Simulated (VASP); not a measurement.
Input:

```
CELL_PARAMETERS angstrom
      3.99596     0.00000     0.00000
      0.00000     3.99596     0.00000
      0.00000     0.00000     3.99596
ATOMIC_POSITIONS crystal
  K  0.00000 0.00000 0.00000
  Ta 0.50000 0.50000 0.50000
  O  0.50000 0.00000 0.50000
  O  0.00000 0.50000 0.50000
  O  0.50000 0.50000 0.00000
```

Level of theory: r2SCAN meta-GGA, VASP's PBE PAW potentials (set 64) (plane waves; VASP). Run with 520 eV cut-off, 7×7×7 Γ-centred mesh, Gaussian smearing of 0.010 eV, potentials K_sv Ta_pv O.

**Question.** Give the direction-averaged independent-particle dielectric function (no local fields, no excitons; a broadening of 0.1 eV leaves a tail below the gap, and fine structure carries the noise of the k-mesh).

**Answer.** 
| ħω (eV) | ε₁ | ε₂ |
|---|---|---|
| 0.00 | 4.92 | 0.00 |
| 0.40 | 4.93 | 0.01 |
| 0.90 | 5.00 | 0.02 |
| 1.40 | 5.13 | 0.03 |
| 1.90 | 5.36 | 0.06 |
| 2.40 | 5.73 | 0.10 |
| 2.90 | 6.49 | 0.25 |
| 3.40 | 7.25 | 1.81 |
| 3.80 | 6.36 | 1.35 |
| 4.30 | 10.34 | 5.44 |
| 4.80 | 1.31 | 5.38 |
| 5.30 | 5.63 | 2.46 |
| 5.80 | 1.88 | 7.60 |
| 6.30 | 2.86 | 4.23 |
| 6.80 | -0.58 | 2.77 |
| 7.30 | 1.43 | 0.78 |
| 7.70 | 2.87 | 1.44 |
| 8.20 | 3.45 | 1.68 |
| 8.70 | 2.38 | 2.85 |
| 9.20 | 4.36 | 3.27 |
| 9.70 | 2.69 | 3.35 |
| 10.20 | 1.47 | 3.51 |
| 10.70 | 2.00 | 3.59 |
| 11.20 | 1.94 | 5.21 |
ε₂ peaks at 4.5 eV (height 9.4), 5.7 eV (height 8.5), 6.5 eV (height 5.5), 8.6 eV (height 3.1), 9.4 eV (height 4.6); ε₁(0) averages 4.92, so the electronic refractive index below the gap tends to √4.92 = 2.22.

The compound is KTaO3 in the cubic perovskite structure. It was relaxed first.
